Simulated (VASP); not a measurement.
Input:

```
CoGa
1.0
    2.78489     0.00000     0.00000
    0.00000     2.78489     0.00000
    0.00000     0.00000     2.78489
Ga Co
1 1
Direct
  0.50000   0.50000   0.50000
  0.00000   0.00000   0.00000
```

All values below come from vdW-DF-cx, VASP's PBE PAW potentials (set 64) (plane waves; VASP). Run with 520 eV cut-off, 13×13×13 Γ-centred mesh, first-order Methfessel-Paxton smearing of 0.10 eV, potentials Ga_d Co.

### Question
What does the run give for the energy per atom (σ→0), pressure, band gap (on the k-mesh) with the smallest direct gap where there is one?

### Answer

```
Item                                                        Result
------------------------  ----------------------------------------
band gap (on the k-mesh)  none (metal, semimetal or under 0.01 eV)
energy per atom (σ→0)                               -2.564 eV/atom
pressure                                                 14.19 GPa
```

The compound is CoGa in the CsCl type structure. This cell is one point of a volume scan, at 0.94 of the reference volume. The run is not spin-polarised, so no magnetic state was tried.
